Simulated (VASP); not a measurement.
Output of a VASP run:

### OSZICAR
```
       N       E                     dE             d eps       ncg     rms          rms(c)
DAV:   1     0.666715339112E+01    0.66672E+01   -0.34861E+03  1440   0.681E+02
DAV:   2    -0.202187016924E+01   -0.86890E+01   -0.86365E+01  2128   0.965E+01
DAV:   3    -0.212094644017E+01   -0.99076E-01   -0.96818E-01  1584   0.718E+00
DAV:   4    -0.212231265758E+01   -0.13662E-02   -0.13535E-02  2416   0.134E+00
DAV:   5    -0.212231398548E+01   -0.13279E-05   -0.13042E-05  1600   0.284E-02    0.729E+00
DAV:   6    -0.213414987802E+01   -0.11836E-01   -0.10137E-03  2136   0.415E-01    0.434E+00
DAV:   7    -0.214097529741E+01   -0.68254E-02   -0.22257E-03  1864   0.588E-01    0.483E-02
DAV:   8    -0.214092004600E+01    0.55251E-04   -0.84020E-05  2352   0.835E-02    0.160E-02
DAV:   9    -0.214091625372E+01    0.37923E-05   -0.66244E-06  2272   0.251E-02    0.525E-03
DAV:  10    -0.214091838729E+01   -0.21336E-05   -0.77796E-07  2096   0.623E-03    0.672E-04
DAV:  11    -0.214091834893E+01    0.38361E-07   -0.11774E-08   960   0.108E-03
   1 F= -.21409183E+01 E0= -.21409183E+01  d E =0.000000E+00
```

File OUTCAR:
```
------------------------ aborting loop because EDIFF is reached ----------------------------------------
  FORCE on cell =-STRESS in cart. coord.  units (eV):
  Direction    XX          YY          ZZ          XY          YZ          ZX
  --------------------------------------------------------------------------------------
  Total        0.0180416      0.0180416      0.0180416     -0.0000000     -0.0000000     -0.0000000
  in kB        0.7033233      0.7033233      0.7033233     -0.0000000     -0.0000000     -0.0000000
  external PRESSURE =       0.7033233 kB  Pullay stress =       0.0000000 kB
  volume of cell :       41.10
      direct lattice vectors                 reciprocal lattice vectors
     0.000000000  2.739049158  2.739049158    -0.182545099  0.182545099  0.182545099
     2.739049158  0.000000000  2.739049158     0.182545099 -0.182545099  0.182545099
     2.739049158  2.739049158  0.000000000     0.182545099  0.182545099 -0.182545099
 POSITION                                       TOTAL-FORCE (eV/Angst)
 -----------------------------------------------------------------------------------
      0.00000      0.00000      0.00000        -0.000000     -0.000000      0.000000
 -----------------------------------------------------------------------------------
    total drift:                               -0.000000     -0.000000     -0.000000
  FREE ENERGIE OF THE ION-ELECTRON SYSTEM (eV)
  ---------------------------------------------------
  free  energy   TOTEN  =        -2.1409183489 eV

  energy  without entropy=       -2.1409183489  energy(sigma->0) =       -2.14091835

 total charge

# of ion       s       p       d       tot
------------------------------------------
    1        0.486   6.295   0.505   7.287
```
(Selected blocks of OUTCAR.)

POSCAR:
```
Eu
1
    0.0000000000     2.7390491580     2.7390491580
    2.7390491580     0.0000000000     2.7390491580
    2.7390491580     2.7390491580     0.0000000000
Eu
1
Direct
  0.0000000000   0.0000000000   0.0000000000
```

**Question.** Write an INCAR and KPOINTS that could have produced this output.

**Answer.** One answer among several that fit: the input of the run itself, PBEsol GGA, plane waves, VASP's PBE PAW potentials (set 64).

**INCAR**
```
SYSTEM = Eu
PREC = Accurate; ENCUT = 400; LREAL = .FALSE.
LASPH = .TRUE.
EDIFF = 1E-7; NELM = 100; ALGO = Normal
LMAXMIX = 6
ISMEAR = -5
GGA = PS
ISIF = 2
LWAVE = .FALSE.; LCHARG = .TRUE.; LORBIT = 11
NEDOS = 601
```

File KPOINTS:
```
Regular mesh
0
G
13 13 13
0 0 0
```

POTCAR, in this order: Eu_2 (PBE.64 set). Program: vasp_std.

The 4f electrons are frozen in the core of the lanthanide potential, so 4f levels, which can set the real gap, and their magnetism are missing. For a metal the tetrahedron method with Blöchl corrections gives inexact stress and forces.

The structure was generated: Eu was put into the fcc type (Fm-3m), which need not be its known phase. It was relaxed first, which changed the volume by -16 %.
